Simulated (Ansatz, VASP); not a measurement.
# ZnSe (Stilleite): VASP beside Ansatz

One calculation is typed for both programs; each brings its own data sets. How far apart do they land? The cell is taken from a series of runs on this material, whose earlier steps may have relaxed, scaled, displaced or heated it; both programs get it as it stands.

Calculated with Ansatz 0.2.0; plane waves, with VASP 6.6.1 beside it; relaxation of cell and atoms at LDA and zone-centre phonons at LDA.

### Step 1. The structure

Symmetry: F-43m, No. 216, cubic system. Conventional cell: a = 5.567 Å, b = 5.567 Å, c = 5.567 Å, α = 90.00°, β = 90.00°, γ = 90.00°. Zn has 4 Se at 2.41 Å nearest. Nearest to Se lie 4 Zn at 2.41 Å. Farther neighbours and most contacts between anions are not listed.

### Step 2. Ansatz: relaxation of cell and atoms, LDA

Ansatz runs on its PAW soft_1 files.

The relaxed volume is the usual yardstick between codes: in a stiff, nearly cubic crystal its relative difference is about their pressure difference at one cell divided by the bulk modulus.

Input file input.yaml:

```yaml
crystal:
  lattice:
    - [0.0, 2.7836754286, 2.7836754286]
    - [2.7836754286, 0.0, 2.7836754286]
    - [2.7836754286, 2.7836754286, 0.0]
  atoms:
    - { symbol: Zn, position: [0.0, 0.0, 0.0] }
    - { symbol: Se, position: [0.75, 0.75, 0.75] }
kpoints:
  mp_grid: { grid: [8, 8, 8] }
hamiltonian:
  xc: lda
  pseudopotentials: { kind: paw, azcp: { folder: soft_1 }, xc_functional: pbe }
scf:
  occupations: { method: fixed }
output:
  forces: true
  stress: true
  eigenvalues: true
relax:
  adjacent_minimum: "off"
  f_tol: 0.001
  max_steps: 60
  cell: { stress_tol: 0.01 }
```

Started as:

```
$ ansatz run input.yaml --threads 4 --pin off --max-ram 10240MiB --backend cpu --events-out ev --progress --plain --runs-dir out
```

Numbers of over 12 decimals in the logs are rounded to 6 here.

The log of the run:

```text
Engine: ansatz 0.2.0, x86_64-unknown-linux-gnu
Pseudopotentials: kind: paw
Pseudopotential: Zn, paw, valence charge 12, recommended cutoff 420 eV (normal), soft_1/Zn.paw.azcp
Pseudopotential: Se, paw, valence charge 16, recommended cutoff 420 eV (normal), soft_1/Se.paw.azcp
Functional definition: SPW92
  exchange = slater_x
  correlation = pw_c
Crystal: 2 atoms, lattice volume = 43.141 Å³
Basis set: ecut = 420 eV, 869 PW (Γ)
Bands: 18, of which v1, the nominal top of the filled ones, is band 14 counted from 1 (13 counted from 0)
Symmetry: 24 space group operations
Space group: F-43m (ITA 216), of the structure as read, at distance tolerance 3.5e-5 Å
k-points: 29 of 512 (time reversal used)
Non-local potential: Zn, projectors of the file, l = 0: 2, l = 1: 2, l = 2: 3, l = 3: 1
Non-local potential: Se, projectors of the file, l = 0: 2, l = 1: 2, l = 2: 3, l = 3: 1
PAW form: soft (Blöchl's): semilocal exchange-correlation on the pseudo side does not see the compensation charge
PAW frozen core: Zn, regenerated for the run's functional, and the local potential with it (the file was generated under x = pbe(κ = 0.804, μ = 0.219515), c = pbe(β = 0.066725))
PAW frozen core: Se, regenerated for the run's functional, and the local potential with it (the file was generated under x = pbe(κ = 0.804, μ = 0.219515), c = pbe(β = 0.066725))
PAW one-centre angular grid: Zn, 590 points (default); XC on 64 Gauss nodes
PAW one-centre angular grid: Se, 590 points (default); XC on 64 Gauss nodes
Initial density: superposition of atomic densities (chi_scale 0.1, normalization cell, long waves kept (reshape's long-wave potential 0.00 eV rms))
Initial wavefunctions: pseudopotential atomic-orbital guess
Functional: x = slater, c = lda
SCF iter   1: F=—  HF=-8631.204992 eV  |F-HF|=—  |Δ(HF+E_count)|=         —  Δρ=5.96e-2  dr2=9.81e-1  ethr=3.10e-3  ⟨swp⟩=4.4  Hψ=2501  notcnv=0  defer=44
preconditioner: auto → none  [insulator: Δε(μ)=1.235 eV  Ē_g=13.026 eV  n_scr=14 (ndim 8)  ℏωp=24.0 eV  f_vac=0.036  ε∞_Penn≈4.4]
SCF iter   2: F=—  HF=-8630.953586 eV  |F-HF|=—  |Δ(HF+E_count)|=   2.51e-1  Δρ=2.69e-2  dr2=1.91e-1  ethr=3.10e-3  ⟨swp⟩=3.0  Hψ=1147  notcnv=0  defer=49
SCF iter   3: F=—  HF=-8630.868269 eV  |F-HF|=—  |Δ(HF+E_count)|=   8.53e-2  Δρ=1.17e-2  dr2=3.11e-2  ethr=6.82e-4  ⟨swp⟩=2.0  Hψ=1043  notcnv=0  defer=51
SCF iter   4: F=—  HF=-8630.860156 eV  |F-HF|=—  |Δ(HF+E_count)|=   8.11e-3  Δρ=2.75e-3  dr2=1.78e-3  ethr=1.11e-4  ⟨swp⟩=2.3  Hψ=1047  notcnv=0  defer=53
SCF iter   5: F=—  HF=-8630.860461 eV  |F-HF|=—  |Δ(HF+E_count)|=   3.04e-4  Δρ=9.93e-4  dr2=2.95e-4  ethr=6.36e-6  ⟨swp⟩=2.2  Hψ=869  notcnv=0  defer=53
SCF iter   6: F=—  HF=-8630.860508 eV  |F-HF|=—  |Δ(HF+E_count)|=   4.74e-5  Δρ=6.23e-5  dr2=1.16e-6  ethr=1.06e-6  ⟨swp⟩=2.0  Hψ=991  notcnv=0  defer=53
SCF iter   7: F=—  HF=-8630.860506 eV  |F-HF|=—  |Δ(HF+E_count)|=   2.37e-6  Δρ=2.16e-5  dr2=2.13e-7  ethr=3.57e-10  ⟨swp⟩=7.6  Hψ=3139  notcnv=0
SCF iter   8: F=-8630.860505 eV  HF=-8630.860505 eV  |F-HF|=1.21e-8  |Δ(HF+E_count)|=   8.98e-8  Δρ=8.36e-6  dr2=1.54e-8  ethr=3.57e-10  ⟨swp⟩=5.4  Hψ=2178  notcnv=0
SCF 1 converged in 8 iterations: F = -8630.860505 eV  dr2 = 1.54e-8
  greatest PAW one-centre occupation: 1.000 electrons in one spin orbital (limit 2), on the Se atom at site 1 (counted from 0), in its partial waves of l = 2
relax step   1: F+E_penalty+E_count = -8630.86050544 eV  Δ(F+E_penalty+E_count) = +0.000e0 eV  max|allowed force component| = 1.087e-16 eV/Å  Δτ_max = 0.0000 Å  P = -0.002 GPa  Ω = 43.141 Å³  (8 SCF iters, dr2 threshold 1.00e-7 eV, accepted)
Initial density: handed on by an earlier stage of this run
Initial wavefunctions: pseudopotential atomic-orbital guess (no wavefunctions were taken with the density)
iter 1 solved again at ethr=1.30e-7 eV; its pass at ethr=3.10e-3 eV (dr2=3.65e-5 eV) is discarded
SCF iter   1: F=—  HF=-8630.860506 eV  |F-HF|=—  |Δ(HF+E_count)|=         —  Δρ=8.42e-6  dr2=1.64e-8  ethr=1.30e-7  ⟨swp⟩=3.3  Hψ=4045  notcnv=0  defer=54
eigensolver tolerance schedule: the retry pair's looser diagonalisation over-reported the residual by 2221.01 of it (diagonalisation noise at 0.10 of the residual, at the tolerance the schedule requests for it); recorded, not acted on — ethr = c·dr2/N_el stays at c = 1.0e-1
preconditioner: auto → none  [insulator: Δε(μ)=1.246 eV  Ē_g=12.143 eV  n_scr=14 (ndim 8)  ℏωp=24.0 eV  f_vac=0.093  ε∞_Penn≈4.9]
SCF iter   2: F=—  HF=-8630.860505 eV  |F-HF|=—  |Δ(HF+E_count)|=   1.17e-7  Δρ=2.83e-6  dr2=3.13e-9  ethr=5.86e-11  ⟨swp⟩=2.4  Hψ=967  notcnv=0  defer=33
SCF iter   3: F=—  HF=-8630.860505 eV  |F-HF|=—  |Δ(HF+E_count)|=   1.80e-9  Δρ=1.74e-6  dr2=5.42e-10  ethr=1.12e-11  ⟨swp⟩=2.0  Hψ=754  notcnv=0  defer=33
SCF iter   4: F=—  HF=-8630.860505 eV  |F-HF|=—  |Δ(HF+E_count)|=  3.09e-11  Δρ=3.38e-7  dr2=6.27e-11  ethr=1.94e-12  ⟨swp⟩=2.7  Hψ=979  notcnv=0  defer=33
SCF iter   5: F=—  HF=-8630.860505 eV  |F-HF|=—  |Δ(HF+E_count)|=  3.64e-11  Δρ=9.30e-8  dr2=5.66e-12  ethr=2.24e-13 (applied; sched 1.00e-12)  ⟨swp⟩=2.0  Hψ=928  notcnv=0  defer=33
SCF iter   6: F=-8630.860505 eV  HF=-8630.860505 eV  |F-HF|=1.82e-12  |Δ(HF+E_count)|=  3.64e-12  Δρ=4.86e-9  dr2=2.80e-15  ethr=1.00e-12  ⟨swp⟩=8.3  Hψ=2929  notcnv=0
SCF 2 converged in 6 iterations: F = -8630.860505 eV  dr2 = 2.80e-15
relax step   2: F+E_penalty+E_count = -8630.86050545 eV  Δ(F+E_penalty+E_count) = -8.424e-9 eV  max|allowed force component| = 1.174e-16 eV/Å  Δτ_max = 0.0000 Å  P = -0.001 GPa  Ω = 43.141 Å³  stress off target by 1.32e-3 GPa  SCF on the basis re-selected at this cell (its energy is not comparable with the rows above)  (6 SCF iters)
basis re-selected at this cell: Δ(F+E_penalty+E_count) = -8.424e-9 eV, ΔP = +0.000 GPa vs the last step (what re-selecting the basis moved, of the pressure what is left beyond the Pulay correction that the steps carried, after the strain that the cell walked since its last selection, with what the two solves' SCF thresholds leave and, on support functions, any second-order correction that the steps lacked; it is no m [...]
SCF converged after 6 iterations
Free energy (F): -8630.860505 eV
Harris-Foulkes:  -8630.860505 eV  (|F-HF|=1.82e-12)
Internal energy: -8630.860505 eV  (E = F + TS)
E sigma→0 (E₀):  -8630.860505 eV
Fermi energy:    6.957966 eV
--- Per-component energies (eV) ---
  E_band       = -384.550086
  E_kinetic    = 260.690703
  E_local      = -4768.654518  (includes V_loc(G=0)·N_el)
  E_nonlocal   = 471.746354
  E_hartree    = 2205.772163
  E_xc         = -163.143352
  E_vxc        = -143.022942  (∫ρ·V_xc dr)
  E_paw        = -3871.107923  (= ΣΔE_a)
  E_vpaw       = -616.853389  (= ΣTr[D̂ρ^β])
  E_aug_tail   = -0.000619  (compensation charges beyond the density's cutoff)
  E_ewald      = -2769.937815
  E_core_change = 3.774503  (= ΣΔE_core)
  E_smearing   = -0.000000  (= −TS)
  E_closure    = -0.000000  (closes the sum)
  Σ components = -8630.860505   (vs F -8630.860505, Δ=0.00e0)
--- Forces (eV/Å), atoms counted from 1 ---
  atom   1  Zn    -0.00000000     0.00000000     0.00000000
  atom   2  Se     0.00000000     0.00000000    -0.00000000
  max |Σ_I F_I| component: 2.09e-16 eV/Å
--- Stress (GPa, compression-positive) ---
       -0.001324      -0.000000      -0.000000
       -0.000000      -0.001324       0.000000
       -0.000000       0.000000      -0.001324
  P = ⅓ Tr σ = -0.0013 GPa (-0.013 kbar)
--- Band table (eV; the first three rows and the last of 29) ---
  k-point 0: bands = [... 10 lower, 0.5018, 6.9580, 6.9580, 6.9580, 8.2043, 12.6540, 12.6540, 12.6540]
  k-point 1: bands = [... 10 lower, 0.5000, 5.5432, 6.7882, 6.7882, 9.2300, 12.6069, 12.9272, 12.9272]
  k-point 2: bands = [... 10 lower, 0.5015, 3.7030, 6.4295, 6.4295, 9.6493, 13.3241, 13.3241, 13.5120]
  k-point 28: bands = [... 10 lower, 0.8476, 1.9407, 3.9332, 4.0000, 12.3062, 12.6439, 13.8860, 14.5191]
--- Relaxed structure (1 steps of the walk, 1 accepted, 1 SCFs on fresh bases) ---
  F+E_penalty+E_count = -8630.86050545 eV   max|allowed force component| = 1.174e-16 eV/Å   (the final SCF, on the basis selected at the relaxed cell)
  cell:  # Å, volume = 43.1406 Å³
    - [0.0, 2.7836754286, 2.7836754286]
    - [2.7836754286, 0.0, 2.7836754286]
    - [2.7836754286, 2.7836754286, 0.0]
  atoms:
    - { symbol: Zn, position: [0.0, 0.0, 0.0] }
    - { symbol: Se, position: [0.75, 0.75, 0.75] }
```

The column dr2 measures how far the density is from self-consistency, as an energy; F and HF (Harris–Foulkes) agree once it is small.

### Step 3. VASP: relaxation of cell and atoms, LDA

The same cell, functional (in two slightly different forms) and mesh now go to VASP, with its own data sets.

Lines of VASP's logs that name or quote its potential files are left out, and so is its time.

Input file INCAR:

```
SYSTEM = ZnSe
PREC = Accurate
ENCUT = 500
EDIFF = 1E-07
NELM = 120
ISMEAR = 0
SIGMA = 0.01
LREAL = .FALSE.
ALGO = Normal
GGA = PW92
NBANDS = 15
LORBIT = 11
LWAVE = .FALSE.
LCHARG = .FALSE.
ISIF = 3
IBRION = 2
NSW = 80
EDIFFG = -0.005
LASPH = .TRUE.
GGA_COMPAT = .FALSE.
NELMIN = 4
EFERMI = MIDGAP
KPAR = 2
```

Input file POSCAR:

```
ZnSe
1.0
    0.0000000000      2.7836750000      2.7836750000
    2.7836750000      0.0000000000      2.7836750000
    2.7836750000      2.7836750000      0.0000000000
Zn Se
1 1
Direct
    0.0000000000      0.0000000000      0.0000000000
    0.7500000000      0.7500000000      0.7500000000
```

Input file KPOINTS:

```
Automatic mesh
0
Gamma
8 8 8
0 0 0
```

PAW data sets: Zn and Se (LDA family, release 64).

Started as:

```
$ mpirun -np 2 vasp_std
```

The log of the run:

```text
[banner, memory and clock lines left out]
running    2 mpi-ranks, on    1 nodes
 distrk:  each k-point on    1 cores,    2 groups
 distr:  one band on    1 cores,    1 groups

 POSCAR found type information on POSCAR ZnSe
 POSCAR found :  2 types and       2 ions
|                                                                             |
|               ----> ADVICE to this user running VASP <----                  |
|                                                                             |
|     You enforced a specific xc type in the INCAR file but a different       |
|     [... a line on the potential file left out ...]
|     I HOPE YOU KNOW WHAT YOU ARE DOING!                                     |
|                                                                             |

 LDA part: xc-table for (Slater(with rela. corr.)+PW92), standard interpolation
 POSCAR, INCAR and KPOINTS ok, starting setup
 FFT: planning ... GRIDC
 FFT: planning ... GRID_SOFT
 FFT: planning ... GRID
 WAVECAR not read
 entering main loop
       N       E                     dE             d eps       ncg     rms          rms(c)
DAV:   1     0.836132038967E+02    0.83613E+02   -0.88110E+03   870   0.135E+03
DAV:   2    -0.235314200508E+01   -0.85966E+02   -0.81389E+02   982   0.258E+02
DAV:   3    -0.763461699167E+01   -0.52815E+01   -0.52618E+01  1052   0.626E+01
DAV:   4    -0.768040427158E+01   -0.45787E-01   -0.45783E-01  1059   0.628E+00
DAV:   5    -0.768064464971E+01   -0.24038E-03   -0.24038E-03  1073   0.416E-01    0.529E+00
DAV:   6    -0.739934085608E+01    0.28130E+00   -0.58926E-01  1223   0.271E+01    0.399E+00
DAV:   7    -0.737284327055E+01    0.26498E-01   -0.16548E-01  1003   0.411E+00    0.165E+00
DAV:   8    -0.736846611624E+01    0.43772E-02   -0.35789E-03  1339   0.836E-01    0.430E-01
DAV:   9    -0.736790126969E+01    0.56485E-03   -0.96010E-04   968   0.260E-01    0.584E-02
DAV:  10    -0.736791859318E+01   -0.17323E-04   -0.11641E-04  1091   0.114E-01    0.181E-02
DAV:  11    -0.736791186679E+01    0.67264E-05   -0.14837E-05  1304   0.629E-02    0.460E-03
DAV:  12    -0.736791190195E+01   -0.35167E-07   -0.24896E-06  1052   0.116E-02    0.120E-03
DAV:  13    -0.736791192448E+01   -0.22527E-07   -0.83889E-08   729   0.261E-03
   1 F= -.73679119E+01 E0= -.73679119E+01  d E =-.736791E+01
 curvature:   0.00 expect dE= 0.000E+00 dE for cont linesearch  0.000E+00
 trial: gam= 0.00000 g(F)=  0.427E-47 g(S)=  0.572E-03 ort = 0.000E+00 (trialstep = 0.100E+01)
 search vector abs. value=  0.572E-03
 bond charge predicted
       N       E                     dE             d eps       ncg     rms          rms(c)
DAV:   1    -0.737607256697E+01   -0.81607E-02   -0.91144E-02  1066   0.625E+00    0.627E-01
DAV:   2    -0.736918669285E+01    0.68859E-02   -0.21378E-02  1080   0.392E+00    0.232E-01
DAV:   3    -0.736834147616E+01    0.84522E-03   -0.77363E-04   941   0.276E-01    0.112E-01
DAV:   4    -0.736811363933E+01    0.22784E-03   -0.12152E-04  1073   0.153E-01    0.413E-02
DAV:   5    -0.736808660173E+01    0.27038E-04   -0.29128E-05  1283   0.886E-02    0.395E-03
DAV:   6    -0.736808688418E+01   -0.28245E-06   -0.62666E-06   940   0.279E-02    0.358E-03
DAV:   7    -0.736808695533E+01   -0.71151E-07   -0.45586E-07   912   0.148E-02
   2 F= -.73680870E+01 E0= -.73680870E+01  d E =-.175031E-03
 trial-energy change:   -0.000175  1 .order   -0.000121   -0.000572    0.000329
 step:   0.7086(harm=  0.6349)  dis= 0.00000  next Energy=    -7.368134 (dE=-0.222E-03)
 bond charge predicted
       N       E                     dE             d eps       ncg     rms          rms(c)
DAV:   1    -0.736880097009E+01   -0.71409E-03   -0.76504E-03  1073   0.179E+00    0.184E-01
DAV:   2    -0.736821233981E+01    0.58863E-03   -0.18704E-03  1080   0.120E+00    0.672E-02
DAV:   3    -0.736814074375E+01    0.71596E-04   -0.67586E-05  1008   0.928E-02    0.324E-02
DAV:   4    -0.736812121804E+01    0.19526E-04   -0.11561E-05  1073   0.478E-02    0.122E-02
DAV:   5    -0.736811886038E+01    0.23577E-05   -0.25472E-06  1284   0.267E-02    0.112E-03
DAV:   6    -0.736811888172E+01   -0.21338E-07   -0.55468E-07   891   0.837E-03
   3 F= -.73681189E+01 E0= -.73681189E+01  d E =-.206957E-03
 curvature:  -0.30 expect dE=-0.107E-06 dE for cont linesearch -0.107E-06
 trial: gam= 0.00000 g(F)=  0.152E-47 g(S)=  0.352E-06 ort =-0.142E-04 (trialstep = 0.942E+00)
 search vector abs. value=  0.352E-06
 reached required accuracy - stopping structural energy minimisation
```

Parts of OUTCAR (step 3):

```text
ion  position               nearest neighbor table
   1  0.000  0.000  0.000-   2 2.41   2 2.41   2 2.41   2 2.41
   2  0.750  0.750  0.750-   1 2.41   1 2.41   1 2.41   1 2.41

  LATTYP: Found a face centered cubic cell.
 ALAT       =     5.5673500000

 Subroutine GETGRP returns: Found 24 space group operations
 (whereof 24 operations were pure point group operations)

The static configuration has the point symmetry T_d .

 Found     29 irreducible k-points:

   k-points           NKPTS =     29   k-points in BZ     NKDIM =     29   number of bands    NBANDS=     15

   dimension x,y,z NGX =    30 NGY =   30 NGZ =   30
   dimension x,y,z NGXF=    60 NGYF=   60 NGZF=   60

   ENCUT  =  500.0 eV  36.75 Ry    6.06 a.u.   7.18  7.18  7.18*2*pi/ulx,y,z

   NELECT =      18.0000    total number of electrons

 k-points in reciprocal lattice and weights: Automatic mesh
   0.00000000  0.00000000  0.00000000       0.002
   0.12500000  0.00000000  0.00000000       0.016
   0.25000000  0.00000000  0.00000000       0.016
   0.37500000  0.00000000  0.00000000       0.016
   0.50000000  0.00000000  0.00000000       0.008
   0.12500000  0.12500000  0.00000000       0.012
   0.25000000  0.12500000  0.00000000       0.047
   0.37500000  0.12500000  0.00000000       0.047
   0.50000000  0.12500000  0.00000000       0.047
[...]
-0.37500000  0.50000000  0.12500000       0.023
  -0.25000000  0.50000000  0.25000000       0.012

 average (electrostatic) potential at core
       1 -37.8954       2 -61.8422

 E-fermi :   2.5891

 k-point     1 :       0.0000    0.0000    0.0000
  band No.  band energies     occupation
    ...
      5      -4.5137      2.00000
      6      -4.5137      2.00000
      7       1.9534      2.00000
      8       1.9534      2.00000
      9       1.9534      2.00000
     10       3.2248      0.00000
     11       7.6419      0.00000
     12       7.6419      0.00000
     13       7.6419      0.00000
     14      11.7940      0.00000
    ...

 k-point     2 :       0.1250    0.0000    0.0000
  band No.  band energies     occupation
    ...
      5      -4.5154      2.00000
      6      -4.5154      2.00000
      7       0.5473      2.00000
      8       1.7848      2.00000
      9       1.7848      2.00000
     10       4.2435      0.00000
     11       7.6002      0.00000
     12       7.9141      0.00000
     13       7.9141      0.00000
     14      12.6540      0.00000
    ...

 k-point     3 :       0.2500    0.0000    0.0000
  band No.  band energies     occupation
    ...
      5      -4.5140      2.00000
      6      -4.5140      2.00000
      7      -1.2878      2.00000
      8       1.4288      2.00000
      9       1.4288      2.00000
     10       4.6598      0.00000
     11       8.3093      0.00000
     12       8.3093      0.00000
     13       8.5114      0.00000
     14      12.4024      0.00000
    ...

  Total       -0.0022041     -0.0022041     -0.0022041      0.0000000      0.0000000      0.0000000
  in kB       -0.0814839     -0.0814839     -0.0814839      0.0000000      0.0000000      0.0000000
  external PRESSURE =      -0.0814839 kB  Pullay stress =       0.0000000 kB

  energy-cutoff  :      500.00
  volume of cell :       43.34
      direct lattice vectors                 reciprocal lattice vectors
     0.000000000  2.787903830  2.787903830    -0.179346215  0.179346215  0.179346215
     2.787903830  0.000000000  2.787903830     0.179346215 -0.179346215  0.179346215
     2.787903830  2.787903830 -0.000000000     0.179346215  0.179346215 -0.179346215

 POSITION                                       TOTAL-FORCE (eV/Angst)
 -----------------------------------------------------------------------------------
      0.00000      0.00000      0.00000        -0.000000      0.000000      0.000000
      4.18186      4.18186      4.18186         0.000000     -0.000000     -0.000000
 -----------------------------------------------------------------------------------
    total drift:                                0.000000      0.000000     -0.000000

  FREE ENERGIE OF THE ION-ELECTRON SYSTEM (eV)
  ---------------------------------------------------
  free  energy   TOTEN  =        -7.3681188817 eV

  energy  without entropy=       -7.3681188817  energy(sigma->0) =       -7.36811888

 reached required accuracy - stopping structural energy minimisation

 total charge
# of ion       s       p       d       tot
------------------------------------------
    1        0.557   0.494   9.789  10.840
    2        1.440   2.441   0.035   3.916
--------------------------------------------------
tot          1.998   2.935   9.824  14.756

[... 3 further parts left out ...]
```

CONTCAR:

```
ZnSe
   1.00000000000000
     0.0000000000000000    2.7879038297254763    2.7879038297254763
     2.7879038297254763    0.0000000000000000    2.7879038297254763
     2.7879038297254763    2.7879038297254763   -0.0000000000000000
  Zn              Se
     1     1
Direct
     0.0000000000000000    0.0000000000000000    0.0000000000000000
     0.7500000000000000    0.7500000000000000    0.7500000000000000
```

The run keeps the 24 symmetry operations of its start, so it cannot find a distortion of lower symmetry.

### Step 4. Differences

Known differences besides the potentials themselves: fixed occupations in Ansatz, narrow Gaussian smearing in VASP; the data sets hold 28 valence electrons in Ansatz (on its PAW soft_1 files) and 18 in VASP; the cutoff is 420 eV in Ansatz and 500 eV in VASP; VASP's log shows a relativistic correction to its local exchange, Ansatz's none; Ansatz adds a Pulay correction to the stress that steers its cell, VASP none. Total energies have different zeros and are not compared.

Both answers:

```tsv
quantity	Ansatz	VASP	difference
volume (Å³)	43.14	43.34	-0.45 %
edge a after relaxation, in the typed setting (Å)	3.937	3.943	-0.15 %
```

[end of part 1 of 2]

[Lines on the potential files, build, host, timing and source positions are cut from VASP's logs without a mark.]

[Logs are printed without paths, hosts, clocks, repeated set-up lines and the standing remarks that a program may print on its own settings, such as how far it seeks lower states.]

[Hosts, paths, dates, database ids (printed as entryN), source tags and the programs' standing remarks are cut or masked in the printed files.]
